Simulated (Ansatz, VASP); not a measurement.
**Cross-check of BeNi between VASP and Ansatz**

Aim: how closely do two programs agree when they are given the same cell, functional and k mesh? The cell is taken from a series of runs on this material, whose earlier steps may have relaxed, scaled, displaced or heated it; both programs get it as it stands.

Calculated with Ansatz 0.2.0; plane waves, with VASP 6.6.1 beside it; relaxation of cell and atoms at PBEsol and zone-centre phonons at PBEsol.

## 1. Set-up

Symmetry: Pm-3m, No. 221, cubic system. Conventional cell: a = 2.583 Å, b = 2.583 Å, c = 2.583 Å, α = 90.00°, β = 90.00°, γ = 90.00°. Be has 8 Ni at 2.24 Å nearest. Nearest to Ni lie 8 Be at 2.24 Å. Farther neighbours are not listed.

Coordinates:

```cif
data_structure
_symmetry_space_group_name_H-M 'P 1'
_symmetry_Int_Tables_number 1
_cell_length_a 2.5831
_cell_length_b 2.5831
_cell_length_c 2.5831
_cell_angle_alpha 90.000
_cell_angle_beta 90.000
_cell_angle_gamma 90.000
_cell_volume 17.24
loop_
_atom_site_label
_atom_site_type_symbol
_atom_site_fract_x
_atom_site_fract_y
_atom_site_fract_z
_atom_site_occupancy
Be1 Be 0.00000 0.00000 0.00000 1
Ni2 Ni 0.50000 0.50000 0.50000 1
```

## 2. VASP: relaxation of cell and atoms, PBEsol, pair 1

The relaxed volume is the usual yardstick between codes: in a stiff, nearly cubic crystal its relative difference is about their pressure difference at one cell divided by the bulk modulus.

Lines of VASP's logs that name or quote its potential files are left out, and so is its time.

INCAR reads:

```
SYSTEM = BeNi
PREC = Accurate
ENCUT = 600
EDIFF = 1E-07
NELM = 120
ISMEAR = 1
SIGMA = 0.15
LREAL = .FALSE.
ALGO = Normal
GGA = PS
NBANDS = 12
LASPH = .TRUE.
LORBIT = 11
LWAVE = .FALSE.
LCHARG = .FALSE.
ISIF = 3
IBRION = 2
NSW = 80
EDIFFG = -0.005
GGA_COMPAT = .FALSE.
NELMIN = 4
KPAR = 2
```

POSCAR reads:

```
BeNi
1.0
    2.5831120000      0.0000000000      0.0000000000
    0.0000000000      2.5831120000      0.0000000000
    0.0000000000      0.0000000000      2.5831120000
Be Ni
1 1
Direct
    0.0000000000      0.0000000000      0.0000000000
    0.5000000000      0.5000000000      0.5000000000
```

KPOINTS reads:

```
Automatic mesh
0
Gamma
16 16 16
0 0 0
```

Potentials, in the order of the species: Be and Ni (PBE family, release 64).

Launch:

```console
$ mpirun -np 2 vasp_std
```

Numbers of over 12 decimals in the logs are rounded to 6 here.

Log:

```text
[banner, memory and clock lines left out]
running    2 mpi-ranks, on    1 nodes
 distrk:  each k-point on    1 cores,    2 groups
 distr:  one band on    1 cores,    1 groups

 POSCAR found type information on POSCAR BeNi
 POSCAR found :  2 types and       2 ions
|                                                                             |
|               ----> ADVICE to this user running VASP <----                  |
|                                                                             |
|     You enforced a specific xc type in the INCAR file but a different       |
|     [... a line on the potential file left out ...]
|     I HOPE YOU KNOW WHAT YOU ARE DOING!                                     |
|                                                                             |

 LDA part: xc-table for (Slater+PW92), standard interpolation
 POSCAR, INCAR and KPOINTS ok, starting setup
 FFT: planning ... GRIDC
 FFT: planning ... GRID_SOFT
 FFT: planning ... GRID
 WAVECAR not read
 entering main loop
       N       E                     dE             d eps       ncg     rms          rms(c)
DAV:   1     0.390119474066E+02    0.39012E+02   -0.68840E+03  4024   0.143E+03
DAV:   2    -0.122370093466E+02   -0.51249E+02   -0.47597E+02  4072   0.209E+02
DAV:   3    -0.139535190215E+02   -0.17165E+01   -0.17001E+01  4656   0.448E+01
DAV:   4    -0.139672011206E+02   -0.13682E-01   -0.13677E-01  4344   0.371E+00
DAV:   5    -0.139675156073E+02   -0.31449E-03   -0.31448E-03  4668   0.569E-01    0.159E+01
DAV:   6    -0.156442337115E+02   -0.16767E+01   -0.85290E+01  4424   0.133E+02    0.189E+01
DAV:   7    -0.111328739921E+02    0.45114E+01   -0.24794E+01  4512   0.717E+01    0.108E+00
DAV:   8    -0.111272356341E+02    0.56384E-02   -0.16284E-01  4376   0.466E+00    0.104E+00
DAV:   9    -0.111164157095E+02    0.10820E-01   -0.36709E-02  5764   0.201E+00    0.344E-01
DAV:  10    -0.111161389399E+02    0.27677E-03   -0.13255E-03  4552   0.560E-01    0.120E-01
DAV:  11    -0.111161195111E+02    0.19429E-04   -0.44493E-05  4620   0.543E-02    0.297E-02
DAV:  12    -0.111161114952E+02    0.80159E-05   -0.26627E-05  6020   0.566E-02    0.505E-03
DAV:  13    -0.111161114596E+02    0.35598E-07   -0.57667E-07  4312   0.888E-03
   1 F= -.11116111E+02 E0= -.11115981E+02  d E =-.111161E+02
 curvature:   0.00 expect dE= 0.000E+00 dE for cont linesearch  0.000E+00
 trial: gam= 0.00000 g(F)=  0.000E+00 g(S)=  0.373E-04 ort = 0.000E+00 (trialstep = 0.100E+01)
 search vector abs. value=  0.373E-04
 bond charge predicted
       N       E                     dE             d eps       ncg     rms          rms(c)
DAV:   1    -0.111168086024E+02   -0.69711E-03   -0.82868E-03  4432   0.144E+00    0.238E-01
DAV:   2    -0.111172134180E+02   -0.40482E-03   -0.20688E-02  4464   0.200E+00    0.262E-01
DAV:   3    -0.111161363359E+02    0.10771E-02   -0.73971E-03  4456   0.121E+00    0.348E-02
DAV:   4    -0.111161147598E+02    0.21576E-04   -0.50297E-05  4212   0.730E-02    0.283E-03
DAV:   5    -0.111161149610E+02   -0.20125E-06   -0.10779E-06  4608   0.111E-02    0.202E-03
DAV:   6    -0.111161152478E+02   -0.28676E-06   -0.63253E-08  2504   0.229E-03    0.853E-04
DAV:   7    -0.111161152891E+02   -0.41312E-07   -0.41104E-08  2120   0.294E-03
   2 F= -.11116115E+02 E0= -.11115982E+02  d E =-.382950E-05
 trial-energy change:   -0.000004  1 .order   -0.000007   -0.000037    0.000023
 step:   0.5348(harm=  0.6235)  dis= 0.00000  next Energy=   -11.116121 (dE=-0.942E-05)
 bond charge predicted
       N       E                     dE             d eps       ncg     rms          rms(c)
DAV:   1    -0.111162691670E+02   -0.15392E-03   -0.17966E-03  4424   0.670E-01    0.110E-01
DAV:   2    -0.111163568070E+02   -0.87640E-04   -0.44484E-03  4456   0.928E-01    0.122E-01
DAV:   3    -0.111161250111E+02    0.23180E-03   -0.15967E-03  4456   0.561E-01    0.162E-02
DAV:   4    -0.111161206846E+02    0.43265E-05   -0.11126E-05  4204   0.345E-02    0.137E-03
DAV:   5    -0.111161206624E+02    0.22198E-07   -0.23758E-07  4488   0.528E-03
   3 F= -.11116121E+02 E0= -.11115989E+02  d E =-.920282E-05
 curvature:  -0.29 expect dE=-0.766E-07 dE for cont linesearch -0.766E-07
 trial: gam=-0.07656 g(F)=  0.335E-62 g(S)=  0.260E-06 ort = 0.311E-05 (trialstep = 0.907E+00)
 search vector abs. value=  0.191E-08
 reached required accuracy - stopping structural energy minimisation
```

OUTCAR, selected parts (step 2):

```text
ion  position               nearest neighbor table
   1  0.000  0.000  0.000-   2 2.24   2 2.24   2 2.24   2 2.24   2 2.24   2 2.24   2 2.24   2 2.24

  LATTYP: Found a simple cubic cell.
 ALAT       =     2.5831120000

 Subroutine GETGRP returns: Found 48 space group operations
 (whereof 48 operations were pure point group operations)

The static configuration has the point symmetry O_h .

 Found    165 irreducible k-points:

   k-points           NKPTS =    165   k-points in BZ     NKDIM =    165   number of bands    NBANDS=     12

   dimension x,y,z NGX =    24 NGY =   24 NGZ =   24
   dimension x,y,z NGXF=    48 NGYF=   48 NGZF=   48

   ENCUT  =  600.0 eV  44.10 Ry    6.64 a.u.   5.16  5.16  5.16*2*pi/ulx,y,z

   NELECT =      12.0000    total number of electrons

 k-points in reciprocal lattice and weights: Automatic mesh
   0.00000000  0.00000000  0.00000000       0.000
   0.06250000  0.00000000  0.00000000       0.001
   0.12500000  0.00000000  0.00000000       0.001
   0.18750000  0.00000000  0.00000000       0.001
   0.25000000  0.00000000  0.00000000       0.001
   0.31250000  0.00000000  0.00000000       0.001
   0.37500000  0.00000000  0.00000000       0.001
   0.43750000  0.00000000  0.00000000       0.001
   0.50000000  0.00000000  0.00000000       0.001
[...]
0.50000000  0.50000000  0.43750000       0.001
   0.50000000  0.50000000  0.50000000       0.000

 average (electrostatic) potential at core
       1 -30.0801       2 -82.2752

 E-fermi :   9.2156

 k-point     1 :       0.0000    0.0000    0.0000
  band No.  band energies     occupation
    ...
      2       5.5275      2.00000
      3       5.5275      2.00000
      4       7.8667      2.00000
      5       7.8667      2.00000
      6       7.8667      2.00000
      7      16.2197      0.00000
      8      16.2197      0.00000
      9      16.2197      0.00000
     10      23.5855      0.00000
     11      23.5855      0.00000
    ...

 k-point     2 :       0.0625    0.0000    0.0000
  band No.  band energies     occupation
    ...
      2       5.5366      2.00000
      3       5.5433      2.00000
      4       7.8185      2.00000
      5       7.8185      2.00000
      6       7.8700      2.00000
      7      15.7136      0.00000
      8      16.3471      0.00000
      9      16.3471      0.00000
     10      23.6036      0.00000
     11      24.1415      0.00000
    ...

 k-point     3 :       0.1250    0.0000    0.0000
  band No.  band energies     occupation
    ...
      2       5.5564      2.00000
      3       5.5887      2.00000
      4       7.6861      2.00000
      5       7.6861      2.00000
      6       7.8793      2.00000
      7      14.5375      0.00000
      8      16.7170      0.00000
      9      16.7170      0.00000
     10      23.6578      0.00000
     11      25.4145      0.00000
    ...

  Total        0.0018955      0.0018955      0.0018955      0.0000000      0.0000000     -0.0000000
  in kB        0.1760431      0.1760431      0.1760431      0.0000000      0.0000000     -0.0000000
  external PRESSURE =       0.1760431 kB  Pullay stress =       0.0000000 kB

  energy-cutoff  :      600.00
  volume of cell :       17.25
      direct lattice vectors                 reciprocal lattice vectors
     2.583868153 -0.000000000 -0.000000000     0.387016651  0.000000000 -0.000000000
    -0.000000000  2.583868153 -0.000000000     0.000000000  0.387016651 -0.000000000
     0.000000000  0.000000000  2.583868153     0.000000000  0.000000000  0.387016651

 POSITION                                       TOTAL-FORCE (eV/Angst)
 -----------------------------------------------------------------------------------
      0.00000      0.00000      0.00000        -0.000000      0.000000      0.000000
      1.29193      1.29193      1.29193         0.000000     -0.000000      0.000000
 -----------------------------------------------------------------------------------
    total drift:                                0.000000     -0.000000     -0.000000

  FREE ENERGIE OF THE ION-ELECTRON SYSTEM (eV)
  ---------------------------------------------------
  free  energy   TOTEN  =       -11.1161206624 eV

  energy  without entropy=      -11.1157248767  energy(sigma->0) =      -11.11598873

 reached required accuracy - stopping structural energy minimisation

 total charge
# of ion       s       p       d       tot
------------------------------------------
    1        0.444   0.714   0.000   1.158
    2        0.524   0.629   8.431   9.584
--------------------------------------------------
tot          0.968   1.343   8.431  10.742

[... 3 further parts left out ...]
```

CONTCAR:

```
BeNi
   1.00000000000000
     2.5838681530109411   -0.0000000000000000   -0.0000000000000000
    -0.0000000000000000    2.5838681530109411   -0.0000000000000000
     0.0000000000000000    0.0000000000000000    2.5838681530109411
  Be              Ni
     1     1
Direct
     0.0000000000000000    0.0000000000000000    0.0000000000000000
     0.5000000000000000    0.5000000000000000    0.5000000000000000
```

This run has no spin polarisation, so a moment on Ni, if there is one, isn't seen.

## 3. Ansatz: relaxation of cell and atoms, PBEsol, pair 1

Ansatz runs on its default PAW (the set named soft_2) files.

The same cell, functional, mesh and smearing now go to Ansatz, which takes its cutoff from its data sets.

input.yaml reads:

```yaml
crystal:
  lattice:
    - [2.5831122743, 0.0, 0.0]
    - [0.0, 2.5831122743, 0.0]
    - [0.0, 0.0, 2.5831122743]
  atoms:
    - { symbol: Be, position: [0.0, 0.0, 0.0] }
    - { symbol: Ni, position: [0.5, 0.5, 0.5] }
kpoints:
  mp_grid: { grid: [16, 16, 16] }
hamiltonian:
  xc: pbesol
scf:
  occupations: { method: methfessel_paxton, width: 0.15 }
output:
  forces: true
  stress: true
  eigenvalues: true
  write_density: true
  write_potential: true
  elf: true
  volumetric_format: npy
relax:
  adjacent_minimum: "off"
  f_tol: 0.001
  max_steps: 60
  cell: { stress_tol: 0.01 }
```

Launch:

```console
$ ansatz run input.yaml --threads 4 --pin off --max-ram 7168MiB --backend cpu --events-out ev --progress --plain --runs-dir out
```

Log:

```text
Engine: ansatz 0.2.0, aarch64-unknown-linux-gnu
Pseudopotentials: kind: paw
Pseudopotential: Be, paw, valence charge 2, recommended cutoff 420 eV (normal), Be.paw.azcp
Pseudopotential: Ni, paw, valence charge 18, recommended cutoff 420 eV (normal), Ni.paw.azcp
Functional definition: PBEsol
  exchange = pbesol_x
  correlation = pbesol_c
Crystal: 2 atoms, lattice volume = 17.236 Å³
Basis set: ecut = 420 eV, 341 PW (Γ), exchange–correlation on 36×36×36 points (8 copies of the dense FFT grid, shifted against one another)
Bands: 14, of which v1, the nominal top of the filled ones, is band 10 counted from 1 (9 counted from 0)
Symmetry: 48 space group operations
Space group: Pm-3m (ITA 221), of the structure as read, at distance tolerance 2.6e-5 Å
k-points: 165 of 4096
Non-local potential: Be, projectors of the file, l = 0: 2, l = 1: 2, l = 2: 1
Non-local potential: Ni, projectors of the file, l = 0: 3, l = 1: 2, l = 2: 3, l = 3: 1
PAW form: soft (Blöchl's): semilocal exchange-correlation on the pseudo side does not see the compensation charge
PAW frozen core: Be, regenerated for the run's functional, and the local potential with it (the file was generated under x = pbe(κ = 0.804, μ = 0.219515), c = pbe(β = 0.066725))
PAW frozen core: Ni, regenerated for the run's functional, and the local potential with it (the file was generated under x = pbe(κ = 0.804, μ = 0.219515), c = pbe(β = 0.066725))
PAW one-centre angular grid: Be, 110 points (default); XC on 64 Gauss nodes
PAW one-centre angular grid: Ni, 590 points (default); XC on 64 Gauss nodes
Initial density: superposition of atomic densities (neutral atoms: chi_scale 0, normalization atom), corrected by the library's trained network
Initial wavefunctions: pseudopotential atomic-orbital guess
Functional: x = pbesol(κ = 0.804, μ = 0.123457), c = pbesol(β = 0.046)
SCF iter   1: F=—  HF=-5896.307660 eV  |F-HF|=—  |Δ(HF+E_count)|=         —  Δρ=1.81e-2  dr2=2.96e-2  ethr=1.77e-3  ⟨swp⟩=5.0  Hψ=11728  notcnv=0
preconditioner: auto → none  [metal: Δε(μ)=0.005 eV  Ē_g=10.693 eV  σ=0.150 eV  W_gap=0.03  n_scr=6 (ndim 8)  ℏωp=31.0 eV  f_vac=0.000  D(μ)=0.95/eV (n_scr^D=6)  sad-step TF]
SCF iter   2: F=—  HF=-5896.303353 eV  |F-HF|=—  |Δ(HF+E_count)|=   4.31e-3  S|Δr|=    0.00e0  Δρ=6.57e-3  dr2=3.96e-3  ethr=1.48e-4  ⟨swp⟩=1.4  Hψ=3709  notcnv=0  defer=1
SCF iter   3: F=—  HF=-5896.302812 eV  |F-HF|=—  |Δ(HF+E_count)|=   5.40e-4  S|Δr|=    0.00e0  Δρ=6.35e-4  dr2=2.83e-5  ethr=1.98e-5  ⟨swp⟩=2.0  Hψ=2989  notcnv=0  defer=2
SCF iter   4: F=—  HF=-5896.302796 eV  |F-HF|=—  |Δ(HF+E_count)|=   1.62e-5  S|Δr|=    0.00e0  Δρ=6.02e-5  dr2=2.37e-7  ethr=1.42e-7  ⟨swp⟩=2.5  Hψ=3805  notcnv=0  defer=2
SCF iter   5: F=-5896.302796 eV  HF=-5896.302796 eV  |F-HF|=6.76e-9  |Δ(HF+E_count)|=   1.35e-8  S|Δr|=    0.00e0  Δρ=1.18e-5  dr2=1.24e-8  ethr=5.00e-10  ⟨swp⟩=9.0  Hψ=16239  notcnv=0
SCF 1 converged in 5 iterations: F = -5896.302796 eV  dr2 = 1.24e-8
  greatest PAW one-centre occupation: 1.001 electrons in one spin orbital (limit 2), on the Ni atom at site 1 (counted from 0), in its partial waves of l = 1
relax step   1: F+E_penalty+E_count = -5896.30279621 eV  Δ(F+E_penalty+E_count) = +0.000e0 eV  max|allowed force component| = 5.128e-30 eV/Å  Δτ_max = 0.0000 Å  P = -0.001 GPa  Ω = 17.236 Å³  (5 SCF iters, dr2 threshold 1.00e-7 eV, accepted)
Initial density: handed on by an earlier stage of this run
Initial wavefunctions: pseudopotential atomic-orbital guess (no wavefunctions were taken with the density)
iter 1 solved again at ethr=4.96e-8 eV; its pass at ethr=3.10e-3 eV (dr2=9.92e-6 eV) is discarded
SCF iter   1: F=—  HF=-5896.302793 eV  |F-HF|=—  |Δ(HF+E_count)|=         —  Δρ=1.43e-5  dr2=2.03e-8  ethr=4.96e-8  ⟨swp⟩=3.0  Hψ=18334  notcnv=0
preconditioner: auto → none  [metal: Δε(μ)=0.005 eV  Ē_g=10.740 eV  σ=0.150 eV  W_gap=0.03  n_scr=6 (ndim 8)  ℏωp=31.0 eV  f_vac=0.000  D(μ)=0.97/eV (n_scr^D=6)]
SCF iter   2: F=—  HF=-5896.302796 eV  |F-HF|=—  |Δ(HF+E_count)|=   2.89e-6  S|Δr|=    0.00e0  Δρ=1.79e-6  dr2=2.15e-10  ethr=1.01e-10  ⟨swp⟩=2.0  Hψ=3712  notcnv=0
SCF iter   3: F=—  HF=-5896.302796 eV  |F-HF|=—  |Δ(HF+E_count)|=  2.63e-10  S|Δr|=    0.00e0  Δρ=1.13e-6  dr2=7.56e-11  ethr=1.07e-12  ⟨swp⟩=2.5  Hψ=3816  notcnv=0
SCF iter   4: F=—  HF=-5896.302796 eV  |F-HF|=—  |Δ(HF+E_count)|=  9.28e-11  S|Δr|=    0.00e0  Δρ=1.76e-7  dr2=5.01e-12  ethr=3.78e-13 (applied; sched 1.00e-12)  ⟨swp⟩=2.1  Hψ=3969  notcnv=0
SCF iter   5: F=—  HF=-5896.302796 eV  |F-HF|=—  |Δ(HF+E_count)|=  9.09e-13  S|Δr|=    0.00e0  Δρ=9.51e-8  dr2=1.29e-12  ethr=1.00e-12  ⟨swp⟩=4.0  Hψ=7707  notcnv=0
SCF iter   6: F=-5896.302796 eV  HF=-5896.302796 eV  |F-HF|=0.00e0  |Δ(HF+E_count)|=  9.09e-13  S|Δr|=    0.00e0  Δρ=3.69e-9  dr2=2.03e-15  ethr=1.00e-12  ⟨swp⟩=4.0  Hψ=7275  notcnv=0
SCF 2 converged in 6 iterations: F = -5896.302796 eV  dr2 = 2.03e-15
relax step   2: F+E_penalty+E_count = -5896.30279621 eV  Δ(F+E_penalty+E_count) = -6.835e-9 eV  max|allowed force component| = 1.136e-29 eV/Å  Δτ_max = 0.0000 Å  P = -0.002 GPa  Ω = 17.236 Å³  stress off target by 2.30e-3 GPa  SCF on the basis re-selected at this cell (its energy is not comparable with the rows above)  (6 SCF iters)
basis re-selected at this cell: Δ(F+E_penalty+E_count) = -6.835e-9 eV, ΔP = -0.001 GPa vs the last step (what re-selecting the basis moved, of the pressure what is left beyond the Pulay correction that the steps carried, after the strain that the cell walked since its last selection, with what the two solves' SCF thresholds leave and, on support functions, any second-order correction that the steps lacked; it is no m [...]
SCF converged after 6 iterations
Stability not checked: this state was not tested for a lower state beside it, because cold or Methfessel-Paxton smearing, or corrected tetrahedra, fill the levels in a way that the test cannot read (fill_not_monotonic; see scf.lower_state_search)
Free energy (F): -5896.302796 eV
Harris-Foulkes:  -5896.302796 eV  (|F-HF|=0.00e0)
Internal energy: -5896.302547 eV  (E = F + TS)
E sigma→0 (E₀):  -5896.302734 eV
Entropy (-TS):   -0.000249 eV (-0.125 meV/atom)
Fermi energy:    15.281551 eV
--- Per-component energies (eV) ---
  E_band       = -323.131698
  E_kinetic    = 306.764926
  E_local      = -4048.082384  (includes V_loc(G=0)·N_el)
  E_nonlocal   = 639.595715
  E_hartree    = 1717.566174
  E_xc         = -105.694032
  E_vxc        = -132.241065  (∫ρ·V_xc dr)
  E_paw        = -1651.801293  (= ΣΔE_a)
  E_vpaw       = -524.301782  (= ΣTr[D̂ρ^β])
  E_aug_tail   = 0.000541  (compensation charges beyond the density's cutoff)
  E_ewald      = -2754.859015
  E_core_change = 0.206820  (= ΣΔE_core)
  E_smearing   = -0.000249  (= −TS)
  E_closure    = 0.000000  (closes the sum)
  Σ components = -5896.302796   (vs F -5896.302796, Δ=0.00e0)
--- Forces (eV/Å), atoms counted from 1 ---
  atom   1  Be    -0.00000000     0.00000000     0.00000000
  atom   2  Ni     0.00000000     0.00000000    -0.00000000
  max |Σ_I F_I| component: 2.15e-29 eV/Å
--- Stress (GPa, compression-positive) ---
       -0.002295       0.000000       0.000000
       -0.000000      -0.002295       0.000000
        0.000000       0.000000      -0.002295
  P = ⅓ Tr σ = -0.0023 GPa (-0.023 kbar)
--- Band table (eV; the first three rows and the last of 165) ---
  k-point 0: bands = [... 6 lower, 11.5691, 13.9402, 13.9402, 13.9402, 22.2449, 22.2449, 22.2449, 29.5874]
  k-point 1: bands = [... 6 lower, 11.5851, 13.8912, 13.8912, 13.9435, 21.7406, 22.3728, 22.3728, 29.6050]
  k-point 2: bands = [... 6 lower, 11.6309, 13.7567, 13.7567, 13.9529, 20.5692, 22.7445, 22.7445, 29.6574]
  k-point 164: bands = [... 6 lower, 10.5208, 14.5711, 14.5711, 20.9467, 20.9467, 20.9467, 21.4455, 21.4455]
--- Relaxed structure (1 steps of the walk, 1 accepted, 1 SCFs on fresh bases) ---
  F+E_penalty+E_count = -5896.30279621 eV   max|allowed force component| = 1.136e-29 eV/Å   (the final SCF, on the basis selected at the relaxed cell)
  cell:  # Å, volume = 17.2357 Å³
    - [2.5831122743, 0.0, 0.0]
    - [0.0, 2.5831122743, 0.0]
    - [0.0, 0.0, 2.5831122743]
  atoms:
    - { symbol: Be, position: [0.0, 0.0, 0.0] }
    - { symbol: Ni, position: [0.5, 0.5, 0.5] }
```

## 4. Differences

Known differences besides the potentials themselves: the data sets hold 20 valence electrons in Ansatz (on its default PAW (the set named soft_2) files) and 12 in VASP; the cutoff is 420 eV in Ansatz and 600 eV in VASP; Ansatz makes its cores anew for this functional, VASP keeps those of its PBE data sets; Ansatz adds a Pulay correction to the stress that steers its cell, VASP none. Total energies have different zeros and are not compared.

The two programs side by side:

```tsv
quantity	Ansatz	VASP	difference
volume (Å³)	17.24	17.25	-0.09 %
edge a after relaxation, in the typed setting (Å)	2.583	2.584	-0.03 %
```

(Continued in part 2 of 2.)

[Lines on the potential files, build, host, timing and source positions are cut from VASP's logs without a mark.]

[Logs are printed without paths, hosts, clocks, repeated set-up lines and the standing remarks that a program may print on its own settings, such as how far it seeks lower states.]

[Hosts, paths, dates, database ids (printed as entryN), source tags and the programs' standing remarks are cut or masked in the printed files.]
